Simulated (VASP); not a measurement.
Data:

```
Sb
1.0
    3.96277    -2.18380    -0.01572
    3.96277     2.18380    -0.01572
    2.77356     0.00000     3.57493
Sb
2
Direct
  0.23441   0.23441   0.23441
  0.76559   0.76559   0.76559
```

The numbers are results of optB86b-vdW, VASP's PBE PAW potentials (set 64) (plane waves; VASP 6.6.1), not measurements. Run with 520 eV cut-off, Gaussian smearing of 0.050 eV, potentials Sb.

Unless said otherwise, spin-orbit coupling is left out, though it shifts the bands of the heavy elements here.

Give the energies of bands 2 to 8 at the high-symmetry points, in eV from the valence-band maximum.

| band | Γ | T | H2 | L | S0 | F |
|---|---|---|---|---|---|---|
| 2 | -4.75 | -8.68 | -8.76 | -9.30 | -8.80 | -7.71 |
| 3 | -1.68 | -1.02 | -4.57 | -1.56 | -4.86 | -5.05 |
| 4 | -1.53 | -1.02 | -4.44 | -1.41 | -2.80 | -3.36 |
| 5 | -1.53 | -0.32 | -0.44 | -0.05 | -2.58 | -3.32 |
| 6 | 2.37 | 0.31 | 0.86 | 0.03 | 2.97 | 1.94 |
| 7 | 2.90 | 0.31 | 4.86 | 0.47 | 3.37 | 5.02 |
| 8 | 2.90 | 1.20 | 4.90 | 0.68 | 4.41 | 5.55 |

The gap is indirect, 0.03 eV, from the valence maximum at T-H2 at 0.18 to the conduction minimum at L.

The compound is Sb in the a7 structure. It was relaxed first.
